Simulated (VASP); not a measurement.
# CeO2: from the relaxed cell to its vibrations, part 2 of 2

What lattice, stiffness and vibrations does CeO2 have at one level of theory? The starting structure is a measured crystal structure from the Crystallography Open Database. All runs use LDA.

VASP 6.6.1.

So far. Step 3 (Elastic constants): The elastic tensor has C11 = 376.3, C12 = 120.4, C44 = 67.9 GPa; its Hill averages are a bulk modulus of 205.7 and a shear modulus of 87.8 GPa. Step 4 (Modes of the relaxed cell): The zone-centre modes at 12.850 Å³ an atom are T2g 442.3, T1u 295.7 cm⁻¹.

**5. Modes at 0.97 of that volume**

Level of this step: LDA, no spin polarisation; plane waves and PAW (Ce, O) (VASP).

Shape and positions were first relaxed at this volume, in a run that isn't shown.

File INCAR:

```
SYSTEM = CeO2
PREC = Accurate
ENCUT = 560
EDIFF = 1E-08
NELM = 100
ISMEAR = 0
SIGMA = 0.03
LREAL = .FALSE.
ALGO = Normal
GGA = CA
NBANDS = 18
LASPH = .TRUE.
LORBIT = 11
LWAVE = .FALSE.
LCHARG = .FALSE.
KPAR = 4
IBRION = 8
LEPSILON = .TRUE.
LPEAD = .TRUE.
ISIF = 2
```

File POSCAR:

```
CeO2
1.0
    0.0000000000      2.6541013636      2.6541013636
    2.6541013636      0.0000000000      2.6541013636
    2.6541013636      2.6541013636      0.0000000000
Ce O
1 2
Direct
    0.0000000000      0.0000000000      0.0000000000
    0.7500000000      0.7500000000      0.7500000000
    0.2500000000      0.2500000000      0.2500000000
```

File KPOINTS:

```
Automatic mesh
0
Gamma
14 14 14
0 0 0
```

Potentials, in the order of the species: Ce and O (LDA family, release 64).

Launch:

```
$ mpirun -np 4 vasp_std
```

Log:

```text
[... set-up lines as in an earlier step ...]
 entering main loop
       N       E                     dE             d eps       ncg     rms          rms(c)
DAV:   1     0.226097496598E+03    0.22610E+03   -0.12255E+04  3784   0.179E+03
DAV:   2     0.740280715074E+01   -0.21869E+03   -0.19610E+03  4724   0.296E+02
DAV:   3    -0.328822069115E+02   -0.40285E+02   -0.36928E+02  4580   0.142E+02
DAV:   4    -0.341040713884E+02   -0.12219E+01   -0.12210E+01  4942   0.261E+01
[...]
DAV:  28    -0.288303686857E+02    0.41885E-07   -0.10053E-07  3978   0.235E-03    0.464E-02
DAV:  29    -0.288303686531E+02    0.32562E-07   -0.14299E-07  5226   0.310E-03    0.509E-02
DAV:  30    -0.288303686523E+02    0.78489E-09   -0.36339E-08  3152   0.183E-03
   1 F= -.28830369E+02 E0= -.28830369E+02  d E =-.212712E-13
 Linear response reoptimize wavefunctions to high precision
DAV:   1    -0.288303686508E+02    0.15380E-08   -0.22968E-08  5214   0.173E-03
DAV:   2    -0.288303686509E+02   -0.80945E-10   -0.55317E-10  2242   0.195E-04
 Linear response to external field (no local field effect), progress :
[...]
RMM:  27    -0.341558189333E+00   -0.25034E-06    0.65363E-08 23733   0.108E-03    0.140E-04
 first order change of Fermi-energy  -0.20356E-02
 force on displaced ion       1 direction 1 :  -9.788   0.000   0.000
 Born effective charge ion    1 direction 1 :   5.801   0.000   0.000
 Linear response progress:
  Degree of freedom:   2/  2
       N       E                     dE             d eps       ncg     rms          rms(c)
RMM:   1    -0.371634096521E+00   -0.37163E+00    0.16416E-01 34507   0.381E+00
RMM:   2    -0.357623567200E+00    0.14011E-01   -0.22286E-02 24578   0.105E+00    0.113E+01
RMM:   3    -0.360268484808E+00   -0.26449E-02   -0.57439E-03 30939   0.341E-01    0.730E+00
RMM:   4    -0.362797580486E+00   -0.25291E-02   -0.14870E-03 28780   0.265E-01    0.126E+00
[...]
RMM:  12    -0.362108462433E+00   -0.51580E-07   -0.23044E-07 44237   0.161E-03    0.127E-02
RMM:  13    -0.362108425976E+00    0.36457E-07   -0.12992E-07 43825   0.115E-03    0.112E-02
RMM:  14    -0.362108582121E+00   -0.15614E-06   -0.11580E-07 43715   0.885E-04    0.131E-02
 first order change of Fermi-energy   0.39416E-01
 force on displaced ion       2 direction 1 :  -8.799   0.000   0.000
 Born effective charge ion    2 direction 1 :  -2.900   0.000   0.000
 Born effective charges drift removed
 Linear response finished
```

The job ended after 13 min (4 MPI ranks of Intel Xeon Platinum 8488C (Sapphire Rapids), shared host; peak memory 4.3 GiB).

Parts of OUTCAR (step 5):

```text
  Total        1.5517126      1.5517126      1.5517126     -0.0000000     -0.0000000      0.0000000
  in kB       66.4874033     66.4874033     66.4874033     -0.0000000     -0.0000000      0.0000000
  external PRESSURE =      66.4874033 kB  Pullay stress =       0.0000000 kB

 POSITION                                       TOTAL-FORCE (eV/Angst)
 -----------------------------------------------------------------------------------
      0.00000      0.00000      0.00000        -0.000000      0.000000     -0.000000
      3.98115      3.98115      3.98115         0.000000     -0.000000     -0.000000
      1.32705      1.32705      1.32705        -0.000000      0.000000      0.000000
 -----------------------------------------------------------------------------------
    total drift:                                0.000000     -0.000000      0.000000

 MACROSCOPIC STATIC DIELECTRIC TENSOR (including local field effects in DFT)
 ------------------------------------------------------
           7.852625     0.000000    -0.000000
          -0.000000     7.852625     0.000000
           0.000000     0.000000     7.852625
 ------------------------------------------------------

 MACROSCOPIC STATIC DIELECTRIC TENSOR IONIC CONTRIBUTION
 ------------------------------------------------------
          16.631567    -0.000000     0.000000
          -0.000000    16.631567     0.000000
          -0.000000     0.000000    16.631567
 ------------------------------------------------------

[... 1 part as in an earlier step ...]

[... 1 further part left out ...]
```

The zone-centre modes at 12.464 Å³ an atom are T2g 464.6, T1u 319.7 cm⁻¹.

**6. Modes at 1.03 of that volume**

Shape and positions were first relaxed at this volume, in a run that isn't shown.

INCAR is that of step 5.

File POSCAR:

```
CeO2
1.0
    0.0000000000      2.7077340228      2.7077340228
    2.7077340228      0.0000000000      2.7077340228
    2.7077340228      2.7077340228      0.0000000000
Ce O
1 2
Direct
    0.0000000000      0.0000000000      0.0000000000
    0.7500000000      0.7500000000      0.7500000000
    0.2500000000      0.2500000000      0.2500000000
```

KPOINTS is that of step 5.

Launch:

```
$ mpirun -np 4 vasp_std
```

Log:

```text
[... set-up lines as in an earlier step ...]
 entering main loop
       N       E                     dE             d eps       ncg     rms          rms(c)
DAV:   1     0.227526352645E+03    0.22753E+03   -0.12183E+04  3784   0.177E+03
DAV:   2     0.961130140692E+01   -0.21792E+03   -0.19548E+03  4852   0.294E+02
DAV:   3    -0.328377397097E+02   -0.42449E+02   -0.39391E+02  4712   0.144E+02
DAV:   4    -0.341515140270E+02   -0.13138E+01   -0.13130E+01  4840   0.269E+01
[...]
DAV:  34    -0.288368625011E+02    0.60505E-07   -0.18383E-07  3962   0.273E-03    0.692E-02
DAV:  35    -0.288368624894E+02    0.11795E-07   -0.32361E-08  3934   0.115E-03    0.155E-02
DAV:  36    -0.288368624874E+02    0.19049E-08   -0.25954E-09  2102   0.515E-04
   1 F= -.28836862E+02 E0= -.28836862E+02  d E =-.566661E-15
 Linear response reoptimize wavefunctions to high precision
DAV:   1    -0.288368624866E+02    0.85356E-09   -0.84919E-09  4628   0.575E-04
DAV:   2    -0.288368624866E+02   -0.50022E-10   -0.31475E-10  2096   0.143E-04
 Linear response to external field (no local field effect), progress :
[...]
RMM:  37    -0.343163183441E+00   -0.38445E-07    0.11187E-07 21739   0.293E-04    0.377E-04
 first order change of Fermi-energy  -0.20103E-02
 force on displaced ion       1 direction 1 :  -7.007   0.000   0.000
 Born effective charge ion    1 direction 1 :   5.765   0.000   0.000
 Linear response progress:
  Degree of freedom:   2/  2
       N       E                     dE             d eps       ncg     rms          rms(c)
RMM:   1    -0.370849225174E+00   -0.37085E+00    0.17203E-01 33497   0.376E+00
RMM:   2    -0.357697924427E+00    0.13151E-01   -0.21664E-02 24605   0.989E-01    0.898E+00
RMM:   3    -0.360189673993E+00   -0.24917E-02   -0.53426E-03 31267   0.319E-01    0.586E+00
RMM:   4    -0.362569141221E+00   -0.23795E-02   -0.12780E-03 28542   0.252E-01    0.114E+00
[...]
RMM:  16    -0.361878697757E+00   -0.71065E-07   -0.33189E-08 42036   0.494E-04    0.122E-03
RMM:  17    -0.361878847033E+00   -0.14928E-06   -0.31346E-08 42393   0.358E-04    0.117E-03
RMM:  18    -0.361879068572E+00   -0.22154E-06   -0.18443E-08 38822   0.342E-04    0.118E-03
 first order change of Fermi-energy   0.64033E-02
 force on displaced ion       2 direction 1 :  -7.026   0.000   0.000
 Born effective charge ion    2 direction 1 :  -2.882   0.000   0.000
 Born effective charges drift removed
 Linear response finished
```

Elapsed: 13 min, on 4 MPI ranks; peak memory 4.5 GiB.

From OUTCAR (step 6):

```text
  Total       -1.4034995     -1.4034995     -1.4034995      0.0000000      0.0000000      0.0000000
  in kB      -56.6336881    -56.6336881    -56.6336881      0.0000000      0.0000000      0.0000000
  external PRESSURE =     -56.6336881 kB  Pullay stress =       0.0000000 kB

 POSITION                                       TOTAL-FORCE (eV/Angst)
 -----------------------------------------------------------------------------------
      0.00000      0.00000      0.00000        -0.000000     -0.000000     -0.000000
      4.06160      4.06160      4.06160        -0.000000     -0.000000     -0.000000
      1.35387      1.35387      1.35387         0.000000      0.000000      0.000000
 -----------------------------------------------------------------------------------
    total drift:                                0.000000     -0.000000      0.000000

 MACROSCOPIC STATIC DIELECTRIC TENSOR (including local field effects in DFT)
 ------------------------------------------------------
           8.095539     0.000000     0.000000
          -0.000000     8.095539    -0.000000
           0.000000    -0.000000     8.095539
 ------------------------------------------------------

 MACROSCOPIC STATIC DIELECTRIC TENSOR IONIC CONTRIBUTION
 ------------------------------------------------------
          21.600861     0.000000    -0.000000
           0.000000    21.600861    -0.000000
          -0.000000     0.000000    21.600861
 ------------------------------------------------------

[... 1 part as in an earlier step ...]

[... 1 further part left out ...]
```

The zone-centre modes at 13.235 Å³ an atom are T2g 423.0, T1u 271.2 cm⁻¹.

**7. All runs side by side**

| run | volume (Å³/atom) | T2g | T1u | core minutes |
| --- | --- | --- | --- | --- |
| relaxation | 12.85 | - | - | 3.13 |
| elastic constants | 12.85 | - | - | 45.3 |
| modes of the relaxed cell | 12.85 | 442.3 | 295.7 | 64.8 |
| modes at 0.97 of that volume | 12.464 | 464.6 | 319.7 | 53.6 |
| modes at 1.03 of that volume | 13.235 | 423.0 | 271.2 | 50.9 |

Modes are in cm⁻¹, degenerate ones as one, matched by symmetry and order. A number in brackets counts the listed modes of one symmetry from the lowest. The symmetry labels come from an automatic analysis and can be wrong where levels nearly coincide. Core minutes are wall time times ranks of the run shown, on a shared host.

**8. Outcome**

| Item | Value |
| --- | --- |
| relaxed volume | 12.85 Å³/atom |
| bulk modulus from two volumes | 206 GPa |
| Hill shear modulus | 87.8 GPa |
| mode T2g | 442.3 cm⁻¹ |
| mode T1u | 295.7 cm⁻¹ |
| Grüneisen parameter of T2g | 1.56 |
| Grüneisen parameter of T1u | 2.74 |

**Reading.** At the LDA level CeO2 relaxes to 12.85 Å³ an atom. The bulk modulus is 206.4 GPa from the pressures at two volumes and 205.7 GPa as the Hill average of the elastic tensor, so the two routes agree. The mode Grüneisen parameters, from the cells at 0.97 and 1.03 of the volume, run from 1.56 (T2g) to 2.74 (T1u). The dielectric constants and Born charges in the logs aren't compared here; at a small gap they can be far off, and in a run without a gap they mean nothing. The frequencies are harmonic, and the splitting of polar modes by their long-range field is left out. All values are for a static lattice. Further runs on this material are not shown.

[Lines on the potential files, build, host, timing and source positions are cut from VASP's logs without a mark.]

[Logs are printed without paths, hosts, clocks, repeated set-up lines and the standing remarks that a program may print on its own settings, such as how far it seeks lower states.]

[Hosts, paths, dates, database ids (printed as entryN), source tags and the programs' standing remarks are cut or masked in the printed files.]
